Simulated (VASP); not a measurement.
Be3ZnTe4: relaxation of cell and atoms with PBE

Be3ZnTe4:

```
CELL_PARAMETERS angstrom
8.22200 0.00000 0.00000
0.00000 7.05800 0.00000
0.00000 0.00000 6.72100
ATOMIC_POSITIONS crystal
Be 0.74982 0.66457 0.50007
Be 0.25018 0.66457 0.50007
Be 0.00000 0.17037 0.49978
Be 0.24982 0.33543 0.00007
Be 0.75018 0.33543 0.00007
Be 0.50000 0.82963 0.99978
Zn 0.50000 0.16768 0.50305
Zn 0.00000 0.83232 0.00305
Te 0.73668 0.65918 0.86624
Te 0.26332 0.65918 0.86624
Te 0.00000 0.83685 0.39801
Te 0.50000 0.81362 0.36631
Te 0.23668 0.34082 0.36624
Te 0.76332 0.34082 0.36624
Te 0.50000 0.16315 0.89801
Te 0.00000 0.18638 0.86631
```

The cell was built by a generator and needn't be a form met in nature.

| Item | Value |
| --- | --- |
| Program | VASP 6.6.1 |
| Task | relaxation of cell and atoms |
| Functional | PBE |
| Potentials or basis | VASP PAW PBE potentials, release 64 (Be, Zn, Te) |
| Cutoff | 520 eV |
| k mesh | 4 × 4 × 4 |
| Occupations | gaussian, width 0.03 eV |
| Spin | no spin polarisation |
| Further INCAR settings | ALGO = Normal; EDIFF = 1e-06; IBRION = 2; EDIFFG = -0.01; NSW = 90; ISIF = 3 |

| Item | Value |
| --- | --- |
| Relaxed volume | 24.30 Å³/atom |
| Relaxed cell | a = 8.171 Å, b = 7.069 Å, c = 6.733 Å, α = 90.00°, β = 90.00°, γ = 90.00° |
| Space group after relaxing (to 0.05 Å) | Pmn2_1 (No. 31) |
| Energy gained by relaxing | 0.6 meV/atom |
| Ionic steps | 12 |
| Pressure after relaxing | 0.0 GPa |
| Largest force after relaxing | 0.006 eV/Å |
| Band gap on the k mesh | 1.81 eV, indirect (least direct gap 2.06 eV) |

Forces in eV/Å, atoms in the order of the input:
```
Be   0.000  0.000  0.000
Be   0.000  0.000  0.000
Be   0.000  0.004 -0.004
Be   0.000  0.000  0.000
Be   0.000  0.000  0.000
Be   0.000 -0.004 -0.004
Zn   0.000 -0.004  0.003
Zn   0.000  0.004  0.003
Te  -0.001 -0.003  0.004
Te   0.001 -0.003  0.004
Te   0.000  0.001 -0.003
Te   0.000 -0.001 -0.002
Te  -0.001  0.003  0.004
Te   0.001  0.003  0.004
Te   0.000 -0.001 -0.003
Te   0.000  0.001 -0.002
```

Step by step:
```
step  energy change (eV)  largest force (eV/Å)  pressure (GPa)  volume (Å³)
   1              0.0000                0.1033           -0.17       390.03
   2             -0.0058                0.0535            0.04       388.53
   3             -0.0059                0.0502            0.06       388.25
   4             -0.0070                0.0401            0.03       388.66
   5             -0.0076                0.0488           -0.06       389.43
   6             -0.0084                0.0318           -0.02       389.06
   7             -0.0085                0.0267            0.00       388.90
   8             -0.0085                0.0302            0.05       388.57
   9             -0.0085                0.0248            0.01       388.79
  10             -0.0089                0.0123            0.00       388.83
  11             -0.0089                0.0128            0.00       388.85
  12             -0.0090                0.0057            0.00       388.84
```

Final structure:
```
Be Zn Te
1.0
     8.17053    0.00000    0.00000
     0.00000    7.06864    0.00000
     0.00000    0.00000    6.73258
Be Zn Te
6 2 8
Direct
  0.75070 0.66437 0.49985
  0.24930 0.66437 0.49985
  0.00000 0.17343 0.50047
  0.25070 0.33563 0.99985
  0.74930 0.33563 0.99985
  0.50000 0.82657 0.00047
  0.50000 0.16501 0.50265
  0.00000 0.83499 0.00265
  0.73697 0.65850 0.86651
  0.26303 0.65850 0.86651
  0.00000 0.83883 0.39705
  0.50000 0.81207 0.36687
  0.23697 0.34150 0.36651
  0.76303 0.34150 0.36651
  0.50000 0.16117 0.89705
  0.00000 0.18793 0.86687
```

Levels at points of the mesh, in eV from the valence-band top:
| k point | band 40 | band 41 | band 42 | band 43 | band 44 | band 45 |
| --- | --- | --- | --- | --- | --- | --- |
| (0.00, 0.00, 0.00) | -0.19 | -0.04 | 0.00 | 2.06 | 2.21 | 2.87 |
| (0.50, 0.00, 0.00) | -0.75 | -0.67 | -0.67 | 2.66 | 2.66 | 3.22 |
| (0.00, 0.50, 0.00) | -0.88 | -0.61 | -0.52 | 1.81 | 2.42 | 2.52 |
| (0.50, 0.50, 0.00) | -1.29 | -1.10 | -1.10 | 2.90 | 2.90 | 3.23 |
| (0.00, 0.00, 0.50) | -0.65 | -0.60 | -0.60 | 2.25 | 2.25 | 2.76 |
| (0.50, 0.00, 0.50) | -1.38 | -1.21 | -1.21 | 2.79 | 2.79 | 3.12 |
| (0.00, 0.50, 0.50) | -1.61 | -1.09 | -1.09 | 2.10 | 2.10 | 2.55 |
| (0.50, 0.50, 0.50) | -1.59 | -1.48 | -1.48 | 2.82 | 2.82 | 3.31 |

It took 6.7 min on 8 MPI ranks on Intel(R) Xeon(R) 6975P-C (Granite Rapids), with other jobs on the host, peak memory 0.75 GiB a rank.

Caveat: spin-orbit coupling is left out, which moves the levels of the heavy elements. Expect the measured gap to be larger: semilocal functionals such as PBE lack the derivative discontinuity.
